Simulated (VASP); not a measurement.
A VASP calculation is set up with these files.

POSCAR:
```
Al3InAs4
1.0
  0.0003209647   5.7851321056   5.7717050188
  5.7851321056   0.0003209647   5.7717050188
  2.8927265352   2.8927265352   0.0000000000
In As Al
1 4 3
Direct
  0.9993250178   0.9993250178   0.0013499644
  0.1356724144   0.1356724144   0.2286551712
  0.1299839596   0.6093726911   0.2606433493
  0.6093726911   0.1299839596   0.2606433493
  0.6250089003   0.6250089003   0.2499821993
  0.9995022718   0.5008918318   0.9996058965
  0.5008918318   0.9995022718   0.9996058965
  0.5002429131   0.5002429131   0.9995141736
```

File KPOINTS:
```
Automatic mesh
0
G
4 4 8
0 0 0
```

INCAR:
```
SYSTEM = Al3InAs4
PREC = Accurate
ENCUT = 400
EDIFF = 1E-7
NELM = 100
ALGO = Normal
LREAL = .FALSE.
LASPH = .TRUE.
ISMEAR = -5
GGA = PS
LMAXMIX = 4
LWAVE = .FALSE.
LCHARG = .TRUE.
LORBIT = 11
NEDOS = 601
ISIF = 2
```

POTCAR, in this order: In_d As Al (PBE.64 set). Program: vasp_std.

Question: Translate this PBEsol calculation to Ansatz.

Answer: One equivalent input (not run):
Ansatz 0.2 input:
```yaml
crystal:
  lattice:
    - [0.0003210, 5.7851321, 5.7717050]
    - [5.7851321, 0.0003210, 5.7717050]
    - [2.8927265, 2.8927265, 0.0000000]
  atoms:
    - { symbol: In, position: [0.9993250, 0.9993250, 0.0013500] }
    - { symbol: As, position: [0.1356724, 0.1356724, 0.2286552] }
    - { symbol: As, position: [0.1299840, 0.6093727, 0.2606433] }
    - { symbol: As, position: [0.6093727, 0.1299840, 0.2606433] }
    - { symbol: As, position: [0.6250089, 0.6250089, 0.2499822] }
    - { symbol: Al, position: [0.9995023, 0.5008918, 0.9996059] }
    - { symbol: Al, position: [0.5008918, 0.9995023, 0.9996059] }
    - { symbol: Al, position: [0.5002429, 0.5002429, 0.9995142] }
kpoints:
  mp_grid: { grid: [4, 4, 8] }
hamiltonian:
  xc: pbesol
  pseudopotentials: { kind: paw }
scf:
  occupations: { method: tetrahedron }
  max_iter: 100
output: { forces: true, stress: true, eigenvalues: true }
```
Limits of the translation: each code has its own PAW files, so the cut-off isn't converted (ENCUT is set for VASP's; basis.ecutwfc is left out, and Ansatz then takes the one that its files recommend); Ansatz stops its SCF on the density residual and VASP on the energy change (EDIFF).

The structure was generated: Al3InAs4 was put into an ordered model structure (Amm2), which need not be its known phase. It was relaxed first.
